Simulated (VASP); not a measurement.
Wanted: the native input for a VASP 6.6.1 run.

- Task: single point
- Functional: PBEsol
- Potentials or basis: VASP PAW PBE potentials, release 64 (Mn_pv, In_d, P)
- Cutoff: 350 eV
- k mesh: 2 × 2 × 2
- Occupations: gaussian, width 0.03 eV
- Spin: no spin polarisation
- Hubbard terms: Mn d U = 3.5 eV
- Dq: 0
- Further INCAR settings: LREAL = Auto; ALGO = Normal; EDIFF = 1e-05

The structure of MnIn11P12 (a cell with a defect) lies in POSCAR:

```
MnIn11P12
1.0
    0.0000000000      8.8030500000      8.8030500000
    5.8687000000      0.0000000000      5.8687000000
    5.8687000000      5.8687000000      0.0000000000
Mn In P
1 11 12
Direct
    0.0000000000      0.0000000000      0.0000000000
    0.0000000000      0.0000000000      0.5000000000
    0.0000000000      0.5000000000      0.0000000000
    0.0000000000      0.5000000000      0.5000000000
    0.3333330000      0.0000000000      0.0000000000
    0.3333330000      0.0000000000      0.5000000000
    0.3333330000      0.5000000000      0.0000000000
    0.3333330000      0.5000000000      0.5000000000
    0.6666670000      0.0000000000      0.0000000000
    0.6666670000      0.0000000000      0.5000000000
    0.6666670000      0.5000000000      0.0000000000
    0.6666670000      0.5000000000      0.5000000000
    0.0833333333      0.1250000000      0.1250000000
    0.0833333333      0.1250000000      0.6250000000
    0.0833333333      0.6250000000      0.1250000000
    0.0833333333      0.6250000000      0.6250000000
    0.4166663333      0.1250000000      0.1250000000
    0.4166663333      0.1250000000      0.6250000000
    0.4166663333      0.6250000000      0.1250000000
    0.4166663333      0.6250000000      0.6250000000
    0.7500003333      0.1250000000      0.1250000000
    0.7500003333      0.1250000000      0.6250000000
    0.7500003333      0.6250000000      0.1250000000
    0.7500003333      0.6250000000      0.6250000000
```

These files were run (other wordings do the same):

INCAR

```
ALGO = Normal
EDIFF = 1E-5
ENCUT = 350
GGA = PS
ISIF = 2
ISMEAR = 0
KPAR = 2
LASPH = True
LCHARG = False
LDAU = True
LDAUJ = 0 0 0
LDAUL = 2 -1 -1
LDAUPRINT = 1
LDAUTYPE = 2
LDAUU = 3.5 0 0
LMAXMIX = 4
LORBIT = 11
LREAL = Auto
LWAVE = False
NELM = 120
PREC = Accurate
SIGMA = 0.03
```

KPOINTS

```
k-points
0
Gamma
  2 2 2
```

Potentials or basis: VASP PAW PBE potentials, release 64 (Mn_pv, In_d, P).

Launch:

```console
$ cat potpaw_PBE.64/Mn_pv/POTCAR potpaw_PBE.64/In_d/POTCAR potpaw_PBE.64/P/POTCAR > POTCAR
$ mpirun -np 4 vasp_std > vasp.out
```

Results of the run:

The pressure is -1.5 GPa, the largest force is 1.653 eV/Å and the band gap on the k mesh is 0.77 eV, indirect (least direct gap 0.87 eV). The valence electrons inside the program's atomic spheres are Mn 11.41; In 11.50; P 2.48, 2.51, 2.50.

Caveat: the k mesh is coarse (spacing up to 0.46 Å⁻¹), so the values aren't converged; the PAW data sets were made with another functional, which shifts forces and pressure a little; spin-orbit coupling is left out, which moves the levels of the heavy elements; the U is typed as a test and isn't derived for this compound.

It took 4.7 min on 4 MPI ranks on AMD EPYC 7R13 Processor (Zen 3), with other jobs on the host, peak memory 0.39 GiB a rank.
